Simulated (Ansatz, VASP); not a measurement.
# Si2Mo in two plane-wave programs, part 2 of 2

Aim: how closely do two programs agree when they are given the same cell, functional and k mesh? The cell is taken from a series of runs on this material, whose earlier steps may have relaxed, scaled, displaced or heated it; both programs get it as it stands.

VASP 6.6.1 and Ansatz 0.2.0.

So far: The structure; VASP: zone-centre phonons, PBEsol.

**3. Ansatz: zone-centre phonons, PBEsol**

Level of this step: Ansatz beside VASP: Kohn-Sham DFT, plane waves, PBEsol (Ansatz).

Ansatz runs on its PAW soft_1 files.

The same cell, functional, mesh and smearing now go to Ansatz, which takes its cutoff from its data sets.

The input, input.yaml:

```yaml
crystal:
  lattice:
    - [-1.5792949685, 1.5792949685, 3.9253017568]
    - [1.5792949685, -1.5792949685, 3.9253017568]
    - [1.5792949685, 1.5792949685, -3.9253017568]
  atoms:
    - { symbol: Si, position: [0.334947299, 0.334947299, 0.0] }
    - { symbol: Si, position: [0.665052701, 0.665052701, 0.0] }
    - { symbol: Mo, position: [0.0, 0.0, 0.0] }
kpoints:
  mp_grid: { grid: [20, 20, 20] }
hamiltonian:
  xc: pbesol
  pseudopotentials: { kind: paw, azcp: { folder: soft_1 }, xc_functional: pbe }
scf:
  occupations: { method: methfessel_paxton, width: 0.2 }
output:
  eigenvalues: true
phonons:
  method: dfpt
```

Launch:

```sh
> ansatz run input.yaml --threads 4 --pin off --max-ram 10240MiB --backend cpu --events-out ev --progress --plain --runs-dir out
```

Numbers of over 12 decimals in the logs are rounded to 6 here.

Output:

```text
zone centre: on kpoints.mp_grid the ground state, and the responses unless they are solved on pairs of k-points, stand on 1166 of the mesh's 8000 k-points, reduced under 4 symmetry operations, with k and −k counted as one. Each operation leaves every solved displacement unchanged or reverses it
Engine: ansatz 0.2.0, aarch64-unknown-linux-gnu
Pseudopotentials: kind: paw
Pseudopotential: Si, paw, valence charge 4, recommended cutoff 420 eV (normal), soft_1/Si.paw.azcp
Pseudopotential: Mo, paw, valence charge 14, recommended cutoff 420 eV (normal), soft_1/Mo.paw.azcp
Functional definition: PBEsol
  exchange = pbesol_x
  correlation = pbesol_c
Crystal: 3 atoms, lattice volume = 39.162 Å³
Basis set: ecut = 420 eV, 769 PW (Γ), exchange–correlation on 64×64×64 points (8 copies of the dense FFT grid, shifted against one another)
Bands: 15, of which v1, the nominal top of the filled ones, is band 11 counted from 1 (10 counted from 0)
Symmetry: 16 space group operations
k-points: 1166 of 8000 (irreducible under 4 space group operations, time reversal used)
Non-local potential: Si, projectors of the file, l = 0: 2, l = 1: 2, l = 2: 1
Non-local potential: Mo, projectors of the file, l = 0: 3, l = 1: 2, l = 2: 2, l = 3: 1
PAW form: soft (Blöchl's): semilocal exchange-correlation on the pseudo side does not see the compensation charge
PAW frozen core: Si, regenerated for the run's functional, and the local potential with it (the file was generated under x = pbe(κ = 0.804, μ = 0.219515), c = pbe(β = 0.066725))
PAW frozen core: Mo, regenerated for the run's functional, and the local potential with it (the file was generated under x = pbe(κ = 0.804, μ = 0.219515), c = pbe(β = 0.066725))
PAW one-centre angular grid: Si, 110 points (default); XC on 64 Gauss nodes
PAW one-centre angular grid: Mo, 590 points (default); XC on 64 Gauss nodes
Initial density: superposition of atomic densities (chi_scale 0.1, normalization cell, long waves kept (reshape's long-wave potential 0.00 eV rms))
Initial wavefunctions: pseudopotential atomic-orbital guess
Functional: x = pbesol(κ = 0.804, μ = 0.123457), c = pbesol(β = 0.046)
SCF iter   1: F=—  HF=-6143.522881 eV  |F-HF|=—  |Δ(HF+E_count)|=         —  Δρ=9.32e-2  dr2=5.01e0  ethr=3.10e-3  ⟨swp⟩=5.3  Hψ=100902  notcnv=0
preconditioner: auto → Kerker (q_TF=auto, 2.478 Å⁻¹)  [metal: Δε(μ)=0.019 eV  Ē_g=8.282 eV  σ=0.200 eV  W_gap=0.08  n_scr=10 (ndim 8)  ℏωp=22.2 eV  f_vac=0.000  D(μ)=0.52/eV (n_scr^D=0)]
SCF iter   2: F=—  HF=-6142.363295 eV  |F-HF|=—  |Δ(HF+E_count)|=    1.16e0  S|Δr|=    0.00e0  Δρ=3.19e-2  dr2=2.96e-1  ethr=3.10e-3  ⟨swp⟩=2.1  Hψ=43318  notcnv=0  defer=1
SCF iter   3: F=—  HF=-6142.303073 eV  |F-HF|=—  |Δ(HF+E_count)|=   6.02e-2  S|Δr|=    0.00e0  Δρ=1.47e-2  dr2=6.42e-2  ethr=1.34e-3  ⟨swp⟩=2.1  Hψ=25043  notcnv=0  defer=1
SCF iter   4: F=—  HF=-6142.288058 eV  |F-HF|=—  |Δ(HF+E_count)|=   1.50e-2  S|Δr|=    0.00e0  Δρ=2.55e-3  dr2=2.72e-3  ethr=2.92e-4  ⟨swp⟩=2.6  Hψ=25601  notcnv=0  defer=1
SCF iter   5: F=—  HF=-6142.287276 eV  |F-HF|=—  |Δ(HF+E_count)|=   7.82e-4  S|Δr|=    0.00e0  Δρ=3.20e-4  dr2=7.09e-5  ethr=1.24e-5  ⟨swp⟩=2.8  Hψ=28769  notcnv=0  defer=1
SCF iter   6: F=—  HF=-6142.287261 eV  |F-HF|=—  |Δ(HF+E_count)|=   1.46e-5  S|Δr|=    0.00e0  Δρ=2.86e-5  dr2=3.97e-7  ethr=3.22e-7  ⟨swp⟩=2.3  Hψ=22831  notcnv=0  defer=1
SCF iter   7: F=—  HF=-6142.287262 eV  |F-HF|=—  |Δ(HF+E_count)|=   5.99e-7  S|Δr|=    0.00e0  Δρ=4.66e-6  dr2=8.86e-9  ethr=1.80e-9  ⟨swp⟩=2.3  Hψ=25416  notcnv=0  defer=1
SCF iter   8: F=—  HF=-6142.287262 eV  |F-HF|=—  |Δ(HF+E_count)|=   1.38e-9  S|Δr|=    0.00e0  Δρ=6.71e-7  dr2=1.19e-10  ethr=4.03e-11  ⟨swp⟩=2.5  Hψ=29757  notcnv=0  defer=1
SCF iter   9: F=-6142.287262 eV  HF=-6142.287262 eV  |F-HF|=3.64e-12  |Δ(HF+E_count)|=  3.18e-11  S|Δr|=    0.00e0  Δρ=1.13e-7  dr2=4.65e-12  ethr=1.00e-12  ⟨swp⟩=5.5  Hψ=77294  notcnv=0
the search or the solves at the SCF's close seem to have found levels that the self-consistency loop had missed (the run counts 1). By its estimate they hold under 1e-12 electrons; where the run keeps them, the occupations were computed again with them
SCF 1 converged in 9 iterations: F = -6142.287262 eV  dr2 = 4.65e-12
  greatest PAW one-centre occupation: 0.999 electrons in one spin orbital (limit 2), on the Mo atom at site 2 (counted from 0), in its partial waves of l = 0
DFPT response loops at Γ: preconditioner auto → Kerker (q_TF=auto, 2.478 Å⁻¹) (partly filled bands, converged f_vac=0.000); β = 1.00, the filter's whole step (`scf.mixing.beta` (0.50) is not read by the response loops under this deck's `scf.mixing.preconditioner`; to damp them name `kerker` or `kerker_dos`, under which they read `scf.mixing.beta`, and type it under 1.00, their step now; both keys bind the ground state too); Broyden in place of MSR1
SCF converged after 9 iterations
Stability not checked: this state was not tested for a lower state beside it, because cold or Methfessel-Paxton smearing, or corrected tetrahedra, fill the levels in a way that the test cannot read (fill_not_monotonic; see scf.lower_state_search)
Free energy (F): -6142.287262 eV
Harris-Foulkes:  -6142.287262 eV  (|F-HF|=3.64e-12)
Internal energy: -6142.287874 eV  (E = F + TS)
E sigma→0 (E₀):  -6142.287415 eV
Entropy (-TS):   0.000612 eV (0.204 meV/atom)
Fermi energy:    16.398698 eV
--- Per-component energies (eV) ---
  E_band       = -38.252902
  E_kinetic    = 514.619477
  E_local      = -1115.790056  (includes V_loc(G=0)·N_el)
  E_nonlocal   = 195.005392
  E_hartree    = 427.244784
  E_xc         = -292.545385
  E_vxc        = -322.119322  (∫ρ·V_xc dr)
  E_paw        = -4150.119816  (= ΣΔE_a)
  E_vpaw       = -164.458072  (= ΣTr[D̂ρ^β])
  E_aug_tail   = 0.000131  (compensation charges beyond the density's cutoff)
  E_ewald      = -1720.974822
  E_core_change = 0.272421  (= ΣΔE_core)
  E_smearing   = 0.000612  (= −TS)
  E_closure    = 0.000000  (closes the sum)
  Σ components = -6142.287262   (vs F -6142.287262, Δ=0.00e0)
--- Band table (eV; the first three rows and the last of 1166) ---
  k-point 0: bands = [... 7 lower, 13.1442, 13.7515, 13.7515, 16.8426, 19.4647, 19.7844, 20.0916, 20.0916]
  k-point 1: bands = [... 7 lower, 13.1701, 13.5326, 14.0804, 16.5276, 19.4801, 19.6493, 19.9599, 20.1296]
  k-point 2: bands = [... 7 lower, 12.9908, 13.2495, 14.5885, 15.7485, 19.0171, 19.8756, 19.9730, 20.2241]
  k-point 1165: bands = [... 7 lower, 14.0949, 15.7666, 15.7666, 16.0090, 16.0090, 16.9725, 20.9631, 21.7634]
--- Phonons (Γ-DFPT): 4 representative perturbations + reference, on 1166 of 8000 k-points (Σ response iterations 12) ---
  k mesh reduced under 4 symmetry operations, with k and −k counted as one. Each operation leaves every solved displacement unchanged or reverses it
  ASR residual: 3.287e-5 → 0.000e0 eV/Å²; symmetrization residual: 2.918e-6 eV/Å²
  ASR residual per site (eV/Å²): 3.29e-5 3.29e-5 2.18e-5
  Γ frequencies (cm⁻¹): 0.00 0.00 0.00 290.07 290.07 321.14 345.63 345.63 436.62
  non-analytic LO–TO correction: not included (Born effective charges unavailable; polar crystals: no LO–TO splitting at Γ)
```

**4. Comparison**

Known differences besides the potentials themselves: the cutoff is 420 eV in Ansatz and 500 eV in VASP; Ansatz makes its cores anew for this functional, VASP keeps those of its PBE data sets. Total energies have different zeros and are not compared.

The two programs side by side:

```csv
quantity,Ansatz,VASP,difference
optical mode 1 to 2 (cm⁻¹),290.1,291.4,-0.45 %
optical mode 3 (cm⁻¹),321.1,322.5,-0.42 %
optical mode 4 to 5 (cm⁻¹),345.6,346.4,-0.23 %
optical mode 6 (cm⁻¹),436.6,437.2,-0.13 %
```

Modes are paired by rising frequency, not by their patterns, so a pair may set unlike modes beside each other; they are those without the splitting of longitudinal modes.

**5. Results**

```
r.m.s. difference of the optical zone-centre modes, each program's sorted by frequency (zone-centre phonons, PBEsol) : 1.1 cm⁻¹
```

In words: The r.m.s. difference of the optical zone-centre modes, each program's sorted by frequency is 1.1 cm⁻¹ (zone-centre phonons, PBEsol). Such differences can come from data sets, numerical settings and the points named under the comparisons, not from the functional's error against experiment.

[Lines on the potential files, build, host, timing and source positions are cut from VASP's logs without a mark.]

[Logs are printed without paths, hosts, clocks, repeated set-up lines and the standing remarks that a program may print on its own settings, such as how far it seeks lower states.]

[Hosts, paths, dates, database ids (printed as entryN), source tags and the programs' standing remarks are cut or masked in the printed files.]
